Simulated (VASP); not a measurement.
Given:

```yaml
crystal:
  lattice:
    - [0.00000, 3.81444, 3.81444]
    - [3.81444, 0.00000, 3.81444]
    - [3.81444, 3.81444, 0.00000]
  atoms:
    - { symbol: K, position: [0.25000, 0.25000, 0.25000] }
    - { symbol: K, position: [0.75000, 0.75000, 0.75000] }
    - { symbol: S, position: [0.00000, 0.00000, 0.00000] }
```

Level of theory: RPBE GGA, VASP's PBE PAW potentials (set 64) (plane waves; VASP). Run with 520 eV cut-off, 6×6×6 Γ-centred mesh, tetrahedra with Blöchl corrections, potentials K_sv S.

### Question
What does the run give for the energy per atom (σ→0), band gap (on the k-mesh) with the smallest direct gap where there is one?

### Answer

- band gap (on the k-mesh): 2.40 eV
- smallest direct gap (on the k-mesh): 2.52 eV
- energy per atom (σ→0): -2.951 eV/atom

The absolute energy has meaning only against runs of the same code, potentials and settings.

The compound is K2S in the antifluorite structure. It was relaxed first, which changed the volume by +9 %.
